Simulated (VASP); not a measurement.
Consider the following.

```yaml
crystal:
  lattice:
    - [0.00000, 2.55872, 2.55872]
    - [2.55872, 0.00000, 2.55872]
    - [2.55872, 2.55872, 0.00000]
  atoms:
    - { symbol: Mg, position: [0.00000, 0.00000, 0.00000] }
    - { symbol: S, position: [0.50000, 0.50000, 0.50000] }
```

Computed with LDA (Ceperley-Alder, Perdew-Zunger), VASP's LDA PAW potentials (set 64) (plane waves; VASP 6.6.1). Settings: 400 eV cut-off, 11×11×11 Γ-centred mesh, Gaussian smearing of 0.010 eV, potentials Mg S.

Problem. The job: MgS (rock salt), 2 atoms, LDA, optics run with many empty bands, 400 eV, 11×11×11 Γ-centred mesh. Roughly how much core time does it take on a busy server core?

Solution. About 20 core-seconds (one run on a shared machine, a rough figure). It had 56 irreducible k-points, 24 bands, up to 620 plane waves and 12 electronic steps.

The compound is MgS in the rock salt structure. It was relaxed first.
